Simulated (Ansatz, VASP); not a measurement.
# HfRu3: VASP beside Ansatz

Contents of INCAR:

```
  ALGO = Normal
  EDIFF = 1E-6
  ENCUT = 520
  GGA = CA
  ISIF = 2
  ISMEAR = 0
  LASPH = True
  LCHARG = False
  LREAL = False
  LWAVE = False
  NBANDS = 34
  NELM = 80
  PREC = Accurate
  SIGMA = 0.15
```

File KPOINTS:

```
k-points
0
Gamma
  6 6 6
```

The input POSCAR:

```
HfRu3
1.0
    3.9557700000      0.0000000000      0.0000000000
    0.0000000000      3.9557700000      0.0000000000
    0.0000000000      0.0000000000      3.9557700000
Hf Ru
1 3
Direct
    0.0000000000      0.0000000000      0.0000000000
    0.5000000000      0.5000000000      0.0000000000
    0.5000000000      0.0000000000      0.5000000000
    0.0000000000      0.5000000000      0.5000000000
```

Input for Ansatz:

```yaml
crystal:
  lattice:
    - [3.95577, 0.0, 0.0]
    - [0.0, 3.95577, 0.0]
    - [0.0, 0.0, 3.95577]
  atoms:
    - { symbol: Hf, position: [0.0, 0.0, 0.0] }
    - { symbol: Ru, position: [0.5, 0.5, 0.0] }
    - { symbol: Ru, position: [0.5, 0.0, 0.5] }
    - { symbol: Ru, position: [0.0, 0.5, 0.5] }
kpoints:
  mp_grid:
    grid: [6, 6, 6]
    shift: [0.0, 0.0, 0.0]
hamiltonian:
  xc: lda
scf:
  n_extra_bands: 4
  convergence:
    dr2_threshold: 1.0e-06
  mixing:
    algorithm: broyden
    beta: 0.2
    ndim: 12
  occupations:
    method: gaussian
    width: 0.15
output:
  stress: true
```

The cell comes from a database or a generator and needn't be the stable form of this composition.

Alike in both runs: task single point; functional LDA; k mesh 6 × 6 × 6; occupations gaussian, width 0.15 eV; no spin polarisation.

|  | VASP | Ansatz |
| --- | --- | --- |
| version | VASP 6.6.1 | Ansatz 0.2.0 |
| potentials or method | VASP PAW LDA potentials, release 64 (Hf_pv, Ru_pv) | plane waves, PAW |
| plane-wave cutoff (eV) | 520 | 420 |
| valence electrons in the cell | 52 | 74 |

```csv
,VASP,Ansatz,Ansatz less VASP
pressure (GPa),-15.0,-15.0,+0.05
```

The two sets of potentials don't hold the same shells in valence. Ansatz warned: «stress_scf_threshold_loose».

Caveats: so large a pressure means that the cell lies far from this level's equilibrium, or that cutoff or potentials fall short (VASP). Spin-orbit coupling is left out, which matters for the levels of Hf.
